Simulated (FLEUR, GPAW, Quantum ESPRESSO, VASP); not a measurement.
**One calculation of Pb, 4 ways**

```
CELL_PARAMETERS angstrom
3.49282 0.00000 0.00000
-1.74641 3.02487 0.00000
0.00000 0.00000 23.55564
ATOMIC_POSITIONS crystal
Pb 0.66667 0.33333 0.31840
Pb 0.33333 0.66667 0.43947
Pb 0.00000 0.00000 0.56053
Pb 0.66667 0.33333 0.68160
```

Alike in all runs: functional PBE; k mesh 9 × 9 × 1; occupations fermi-dirac, width 0.05 eV; no spin polarisation; no spin-orbit coupling.

```tsv
program and potentials	plane-wave cutoff (eV)	notes	largest force (eV/Å)
GPAW, GPAW PAW data sets (gpaw-data 1.2.1)	450	-	0.314
VASP, PBE PAW files Pb_d, 520 eV	520	-	0.307
Quantum ESPRESSO, PseudoDojo 0.4.1 SR PBE standard	762	-	0.301
FLEUR, all-electron, FLAPW	-	-	0.308
```

Force on atom 3 (Pb), eV/Å:

```tsv
program and potentials	x	y	z
GPAW, GPAW PAW data sets (gpaw-data 1.2.1)	0.000	0.000	0.314
VASP, PBE PAW files Pb_d, 520 eV	0.000	0.000	0.307
Quantum ESPRESSO, PseudoDojo 0.4.1 SR PBE standard	0.000	0.000	0.301
FLEUR, all-electron, FLAPW	0.000	0.000	0.308
```

The functional is the same throughout but for its coding, so the spread measures potentials, basis and numerics; runs on potential files found faulty are left out.
